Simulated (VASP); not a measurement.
Method: r2SCAN meta-GGA, VASP's PBE PAW potentials (set 64) (plane waves; VASP 6.6.1).

VASP ran on this input.

File POSCAR:
```
KBr
1
    0.0000000000     3.3031135938     3.3031135938
    3.3691758656     0.0000000000     3.3031135938
    3.3691758656     3.3031135938     0.0000000000
K Br
1 1
Direct
  1.0000000000   1.0000000000   0.0000000000
  0.5000000000   0.5000000000   0.5000000000
```

### INCAR
```
# general
SYSTEM  = KBr
PREC    = Accurate
ENCUT   = 480
LREAL   = F
LASPH   = T

# electronic loop
EDIFF   = 1E-7
NELM    = 100
ALGO    = Normal
LMAXMIX = 4
LMIXTAU = T

# smearing
ISMEAR  = 0
SIGMA   = 0.05

# functional
METAGGA = R2SCAN

# ions
ISIF    = 2

# output
LWAVE   = F
LCHARG  = F
```

KPOINTS:
```
K-points
0
gamma
6 6 6
```

POTCAR, in this order: K_sv Br (PBE.64 set). Program: vasp_std.

Q: What will the output report for the number of irreducible k-points (NKPTS), number of bands (NBANDS), largest plane-wave count, number of space-group operations, FFT grid (NGX, NGY, NGZ)?

A: 
The number of irreducible k-points (NKPTS) comes out as 30, the number of bands (NBANDS) is 12 and the largest plane-wave count comes out as 1793. The number of space-group operations is 16 and the FFT grid (NGX, NGY, NGZ) is 36 × 36 × 36.

The compound is KBr in the rock salt structure. This cell was strained or had an atom moved on purpose.
